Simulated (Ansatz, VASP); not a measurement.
# Br (Br2): VASP beside Ansatz

Aim: how closely do two programs agree when they are given the same cell, functional and k mesh? The structure shown is the end of the VASP relaxation below.

Calculated with Ansatz 0.2.0; plane waves, with VASP 6.6.1 beside it; single point at PBEsol.

### Step 1. Starting point

The cell holds 2 atoms: 2 Br. Cell: a = 11.000 Å, b = 11.500 Å, c = 15.000 Å, α = 90.0°, β = 90.0°, γ = 90.0°. Vacuum lies along a, b and c.

### Step 2. VASP: relaxation, PBEsol

This run makes the geometry at which the two programs are then compared.

Lines of VASP's logs that name or quote its potential files are left out, and so is its time.

Contents of INCAR:

```
SYSTEM = Br
PREC = Normal
ENCUT = 300
EDIFF = 1E-05
NELM = 120
ISMEAR = 0
SIGMA = 0.01
LREAL = Auto
ALGO = Fast
GGA = PS
NBANDS = 13
LORBIT = 11
LWAVE = .FALSE.
LCHARG = .FALSE.
NCORE = 4
IBRION = 2
NSW = 20
ISIF = 2
EDIFFG = -0.03
POTIM = 0.4
MAXMIX = 40
ISYM = 0
```

Contents of POSCAR:

```
Br
1.0
   11.0000000000      0.0000000000      0.0000000000
    0.0000000000     11.5000000000      0.0000000000
    0.0000000000      0.0000000000     15.0000000000
Br
2
Direct
    0.5000000000      0.5000000000      0.4240000000
    0.5000000000      0.5000000000      0.5760000000
```

Contents of KPOINTS:

```
Automatic mesh
0
Gamma
1 1 1
0 0 0
```

The projector-augmented-wave data sets are Br (PBE family, release 64).

Started as:

```
$ mpirun -np 4 vasp_gam
```

Numbers of over 12 decimals in the logs are rounded to 6 here.

Output:

```text
[banner, memory and clock lines left out]
running    4 mpi-ranks, on    1 nodes
 distrk:  each k-point on    4 cores,    1 groups
 distr:  one band on    4 cores,    1 groups

 POSCAR found type information on POSCAR Br
 POSCAR found :  1 types and       2 ions
|                                                                             |
|               ----> ADVICE to this user running VASP <----                  |
|                                                                             |
|     You have a (more or less) 'small supercell' and for smaller cells       |
|     it is recommended to use the reciprocal-space projection scheme!        |
|     The real-space optimization is not efficient for small cells and it     |
|     is also less accurate ...                                               |
|     Therefore, set LREAL=.FALSE. in the INCAR file.                         |
|                                                                             |

|                                                                             |
|               ----> ADVICE to this user running VASP <----                  |
|                                                                             |
|     You enforced a specific xc type in the INCAR file but a different       |
|     [... a line on the potential file left out ...]
|     I HOPE YOU KNOW WHAT YOU ARE DOING!                                     |
|                                                                             |

 LDA part: xc-table for (Slater+PW92), standard interpolation
 POSCAR, INCAR and KPOINTS ok, starting setup
 FFT: planning ... GRIDC
 FFT: planning ... GRID_SOFT
 FFT: planning ... GRID
 WAVECAR not read
 entering main loop
       N       E                     dE             d eps       ncg     rms          rms(c)
DAV:   1     0.730670029628E+02    0.73067E+02   -0.25075E+03    42   0.348E+02
DAV:   2     0.154366450580E+02   -0.57630E+02   -0.54073E+02    36   0.885E+01
DAV:   3    -0.127194379800E+01   -0.16709E+02   -0.16688E+02    36   0.499E+01
DAV:   4    -0.351739240331E+01   -0.22454E+01   -0.22450E+01    31   0.157E+01
DAV:   5    -0.355324068851E+01   -0.35848E-01   -0.35848E-01    31   0.215E+00    0.694E+00
RMM:   6    -0.332515717278E+01    0.22808E+00   -0.12696E-01    26   0.212E+00    0.418E+00
RMM:   7    -0.322525449713E+01    0.99903E-01   -0.30178E-01    26   0.341E+00    0.291E-01
RMM:   8    -0.322669523880E+01   -0.14407E-02   -0.25024E-02    26   0.117E+00    0.763E-02
RMM:   9    -0.322733010310E+01   -0.63486E-03   -0.29098E-03    26   0.401E-01    0.578E-02
RMM:  10    -0.322922857370E+01   -0.18985E-02   -0.10688E-03    26   0.213E-01    0.727E-02
RMM:  11    -0.322934866874E+01   -0.12010E-03   -0.28219E-04    26   0.102E-01    0.259E-02
RMM:  12    -0.323035259935E+01   -0.10039E-02   -0.29767E-04    26   0.868E-02    0.105E-02
RMM:  13    -0.323066256511E+01   -0.30997E-03   -0.74862E-05    25   0.437E-02    0.692E-03
RMM:  14    -0.323107999251E+01   -0.41743E-03   -0.97546E-05    24   0.415E-02    0.480E-03
RMM:  15    -0.323115205901E+01   -0.72066E-04   -0.22471E-05    23   0.215E-02    0.718E-03
RMM:  16    -0.323128756781E+01   -0.13551E-03   -0.12933E-05    19   0.143E-02    0.151E-03
RMM:  17    -0.323130507173E+01   -0.17504E-04   -0.22641E-06    18   0.704E-03    0.164E-03
RMM:  18    -0.323132131318E+01   -0.16241E-04   -0.99966E-07    14   0.479E-03    0.878E-04
RMM:  19    -0.323132483433E+01   -0.35211E-05   -0.45543E-07    15   0.415E-03
   1 F= -.32313248E+01 E0= -.32313248E+01  d E =-.323132E+01
 curvature:   0.00 expect dE= 0.000E+00 dE for cont linesearch  0.000E+00
 trial: gam= 0.00000 g(F)=  0.485E-03 g(S)=  0.000E+00 ort = 0.000E+00 (trialstep = 0.100E+01)
 search vector abs. value=  0.485E-03
 bond charge predicted
       N       E                     dE             d eps       ncg     rms          rms(c)
DAV:   1    -0.323144762101E+01   -0.12631E-03   -0.30028E-02    26   0.834E-01    0.167E-01
RMM:   2    -0.323142972849E+01    0.17893E-04   -0.82101E-04    26   0.179E-01    0.109E-01
RMM:   3    -0.323122176509E+01    0.20796E-03   -0.17041E-04    26   0.724E-02    0.291E-02
RMM:   4    -0.323140647368E+01   -0.18471E-03   -0.32050E-05    23   0.373E-02    0.774E-03
RMM:   5    -0.323148109562E+01   -0.74622E-04   -0.11777E-05    20   0.184E-02    0.376E-03
RMM:   6    -0.323149063013E+01   -0.95345E-05   -0.13281E-06    17   0.741E-03
   2 F= -.32314906E+01 E0= -.32314906E+01  d E =-.165796E-03
 trial-energy change:   -0.000166  1 .order   -0.000194   -0.000485    0.000096
 step:   0.8343(harm=  0.8343)  dis= 0.00255  next Energy=    -3.231527 (dE=-0.202E-03)
 reached required accuracy - stopping structural energy minimisation
```

Parts of OUTCAR (step 2):

```text
ion  position               nearest neighbor table
   1  0.500  0.500  0.424-   2 2.28
   2  0.500  0.500  0.576-   1 2.28

 Found      1 irreducible k-points:

   k-points           NKPTS =      1   k-points in BZ     NKDIM =      1   number of bands    NBANDS=     13

   dimension x,y,z NGX =    48 NGY =   50 NGZ =   64
   dimension x,y,z NGXF=    96 NGYF=  100 NGZF=  128

   ENCUT  =  300.0 eV  22.05 Ry    4.70 a.u.  15.53 16.24 21.18*2*pi/ulx,y,z

   NELECT =      14.0000    total number of electrons

 k-points in reciprocal lattice and weights: Automatic mesh
   0.00000000  0.00000000  0.00000000       1.000

 average (electrostatic) potential at core
       1 -71.4202       2 -71.4202

 E-fermi :  -6.4819

 k-point     1 :       0.0000    0.0000    0.0000
  band No.  band energies     occupation
    ...
      3     -10.6957      2.00000
      4      -8.6558      2.00000
      5      -8.6558      2.00000
      6      -6.5730      2.00000
      7      -6.5730      2.00000
      8      -4.3350      0.00000
      9      -0.3687      0.00000
     10       0.4379      0.00000
     11       0.4887      0.00000
     12       0.9065      0.00000
    ...

  Total       -0.0129882     -0.0169423     -0.0516492     -0.0000094     -0.0000129     -0.0000117
  in kB       -0.0109668     -0.0143054     -0.0436106     -0.0000079     -0.0000109     -0.0000099
  external PRESSURE =      -0.0229609 kB  Pullay stress =       0.0000000 kB

  energy-cutoff  :      300.00
  volume of cell :     1897.50
      direct lattice vectors                 reciprocal lattice vectors
    11.000000000  0.000000000  0.000000000     0.090909091  0.000000000  0.000000000
     0.000000000 11.500000000  0.000000000     0.000000000  0.086956522  0.000000000
     0.000000000  0.000000000 15.000000000     0.000000000  0.000000000  0.066666667

 POSITION                                       TOTAL-FORCE (eV/Angst)
 -----------------------------------------------------------------------------------
      5.50000      5.75000      6.35694         0.000006      0.000004      0.015745
      5.50000      5.75000      8.64306        -0.000006     -0.000004     -0.015745
 -----------------------------------------------------------------------------------
    total drift:                               -0.000001      0.000002     -0.000001

  FREE ENERGIE OF THE ION-ELECTRON SYSTEM (eV)
  ---------------------------------------------------
  free  energy   TOTEN  =        -3.2314906301 eV

  energy  without entropy=       -3.2314906301  energy(sigma->0) =       -3.23149063

 reached required accuracy - stopping structural energy minimisation

 total charge
# of ion       s       p       d       tot
------------------------------------------
    1        1.618   3.105   0.034   4.758
    2        1.618   3.105   0.034   4.758
--------------------------------------------------
tot          3.236   6.211   0.068   9.515
```

### Step 3. Ansatz: single point, PBEsol

Ansatz runs on its default PAW (the set named soft_2) files.

The same cell, functional, mesh and smearing now go to Ansatz, which takes its cutoff from its data sets.

Contents of input.yaml:

```yaml
crystal:
  lattice:
    - [11.0, 0.0, 0.0]
    - [0.0, 11.5, 0.0]
    - [0.0, 0.0, 15.0]
  atoms:
    - { symbol: Br, position: [0.50000001, 0.50000001, 0.42379601] }
    - { symbol: Br, position: [0.49999999, 0.49999999, 0.57620399] }
hamiltonian:
  xc: pbesol
  pseudopotentials: { kind: paw }
kpoints:
  mp_grid: { grid: [1, 1, 1] }
scf:
  occupations: { method: gaussian, width: 0.01 }
  n_extra_bands: 4
output:
  forces: true
  eigenvalues: true
```

Started as:

```
$ ansatz run input.yaml --threads 4 --pin off --max-ram 18432MiB --backend cpu --events-out ev --progress --plain --runs-dir out
```

Output:

```text
scf.n_extra_bands = 4 over 7 filled bands (N_el = 14.0): the run solves 11 bands
Engine: ansatz 0.2.0, aarch64-unknown-linux-gnu
Pseudopotentials: kind: paw
Pseudopotential: Br, paw, valence charge 7, recommended cutoff 420 eV (normal), Br.paw.azcp
Functional definition: PBEsol
  exchange = pbesol_x
  correlation = pbesol_c
Crystal: 2 atoms, lattice volume = 1897.500 Å³
Basis set: ecut = 420 eV, 37133 PW (Γ), exchange–correlation on 150×160×216 points (8 copies of the dense FFT grid, shifted against one another)
Bands: 11, of which v1, the nominal top of the filled ones, is band 7 counted from 1 (6 counted from 0)
Symmetry: 8 space group operations
Space group: Pmmm (ITA 47), of the structure as read, at distance tolerance 1.2e-4 Å
k-points: 1
Non-local potential: Br, projectors of the file, l = 0: 2, l = 1: 2, l = 2: 2
PAW form: soft (Blöchl's): semilocal exchange-correlation on the pseudo side does not see the compensation charge
PAW frozen core: Br, regenerated for the run's functional, and the local potential with it (the file was generated under x = pbe(κ = 0.804, μ = 0.219515), c = pbe(β = 0.066725))
PAW one-centre angular grid: Br, 110 points (default); XC on 64 Gauss nodes
Initial density: superposition of atomic densities (neutral atoms: chi_scale 0, normalization atom), corrected by the library's trained network
Initial wavefunctions: pseudopotential atomic-orbital guess
Functional: x = pbesol(κ = 0.804, μ = 0.123457), c = pbesol(β = 0.046)
SCF iter   1: F=—  HF=-5472.496803 eV  |F-HF|=—  |Δ(HF+E_count)|=         —  Δρ=2.90e-4  dr2=1.64e-3  ethr=1.77e-3  ⟨swp⟩=10.0  Hψ=90  notcnv=0
preconditioner: auto → Resta (q_TF=auto, 1.204 Å⁻¹)  ε∞=1.1  [insulator: Δε(μ)=2.257 eV  Ē_g=7.289 eV  σ=0.010 eV  W_gap=1.00  n_scr=52 (ndim 8)  ℏωp=2.7 eV  f_vac=0.909  D(μ)=0.00/eV (n_scr^D=0)  ε∞_Penn≈1.1  vacuum switching on, ρ_ref=3.9e-3 e/Å³]
SCF iter   2: F=—  HF=-5472.498130 eV  |F-HF|=—  |Δ(HF+E_count)|=   1.33e-3  Δρ=1.38e-4  dr2=1.66e-4  ethr=1.17e-5  ⟨swp⟩=5.0  Hψ=39  notcnv=0
SCF iter   3: F=—  HF=-5472.498456 eV  |F-HF|=—  |Δ(HF+E_count)|=   3.26e-4  Δρ=6.96e-5  dr2=3.13e-5  ethr=1.19e-6  ⟨swp⟩=4.0  Hψ=25  notcnv=0
SCF iter   4: F=—  HF=-5472.498608 eV  |F-HF|=—  |Δ(HF+E_count)|=   1.52e-4  Δρ=2.96e-5  dr2=7.06e-6  ethr=2.23e-7  ⟨swp⟩=4.0  Hψ=25  notcnv=0
SCF iter   5: F=—  HF=-5472.498651 eV  |F-HF|=—  |Δ(HF+E_count)|=   4.29e-5  Δρ=6.96e-6  dr2=4.07e-7  ethr=5.04e-8  ⟨swp⟩=5.0  Hψ=26  notcnv=0
SCF iter   6: F=-5472.498655 eV  HF=-5472.498655 eV  |F-HF|=1.78e-7  |Δ(HF+E_count)|=   3.88e-6  Δρ=1.75e-6  dr2=3.58e-8  ethr=7.14e-10  ⟨swp⟩=13.0  Hψ=76  notcnv=0
SCF 1 converged in 6 iterations: F = -5472.498655 eV  dr2 = 3.58e-8
  greatest PAW one-centre occupation: 0.920 electrons in one spin orbital (limit 2), on the Br atom at site 1 (counted from 0), in its partial waves of l = 0
SCF converged after 6 iterations
Free energy (F): -5472.498655 eV
Harris-Foulkes:  -5472.498655 eV  (|F-HF|=1.78e-7)
Internal energy: -5472.498655 eV  (E = F + TS)
E sigma→0 (E₀):  -5472.498655 eV
Fermi energy:    -5.379299 eV
--- Per-component energies (eV) ---
  E_band       = -162.959898
  E_kinetic    = 264.045755
  E_local      = -1554.026256  (includes V_loc(G=0)·N_el)
  E_nonlocal   = 140.936529
  E_hartree    = 606.721347
  E_xc         = -519.889834
  E_vxc        = -203.525403  (∫ρ·V_xc dr)
  E_paw        = -4406.183175  (= ΣΔE_a)
  E_vpaw       = -23.831141  (= ΣTr[D̂ρ^β])
  E_aug_tail   = -0.000000  (compensation charges beyond the density's cutoff)
  E_ewald      = -4.287562
  E_core_change = 0.184541  (= ΣΔE_core)
  E_smearing   = -0.000000  (= −TS)
  E_closure    = -0.000000  (closes the sum)
  Σ components = -5472.498655   (vs F -5472.498655, Δ=0.00e0)
--- Forces (eV/Å), atoms counted from 1 ---
  atom   1  Br     0.00000000     0.00000000     0.02792508
  atom   2  Br     0.00000000     0.00000000    -0.02792508
  max |Σ_I F_I| component: 7.94e-23 eV/Å
--- Band table (eV) ---
  k-point 0: bands = [... 3 lower, -8.5923, -8.5922, -6.5119, -6.5119, -4.2467, -0.2947, 0.5415, 0.5492]
```

Wall time 1.6 s (4 threads of Arm Neoverse V1, shared host); peak memory 0.86 GiB; 5.3 s of CPU time.

### Step 4. Side by side

Known differences besides the potentials themselves: the cutoff is 420 eV in Ansatz and 300 eV in VASP (PREC = Normal, projectors in real space); Ansatz makes its cores anew for this functional, VASP keeps those of its PBE data sets; VASP leaves aspherical gradient terms in its spheres out (LASPH is not set), Ansatz keeps them. Total energies have different zeros and are not compared.

The two programs side by side:

| quantity | Ansatz | VASP | difference |
| --- | --- | --- | --- |
| gap on the k mesh (eV) | 2.265 | 2.238 | +0.027 |

At this near-relaxed geometry the largest component of a force difference is 12 meV/Å.

### Step 5. Results

| Property | Result |
| --- | --- |
| difference in gap on the k mesh (single point, PBEsol) | 0.027 eV |
| r.m.s. force difference (single point, PBEsol) | 7.0 meV/Å |

In words: The r.m.s. force difference is 7.0 meV/Å (single point, PBEsol), within the 12 meV/Å picked in this series as the mark of a large difference. How closely two codes agree says nothing of how well the functional describes the real material.

[Lines on the potential files, build, host, timing and source positions are cut from VASP's logs without a mark.]

[Logs are printed without paths, hosts, clocks, repeated set-up lines and the standing remarks that a program may print on its own settings, such as how far it seeks lower states.]

[Hosts, paths, dates, database ids (printed as entryN), source tags and the programs' standing remarks are cut or masked in the printed files.]
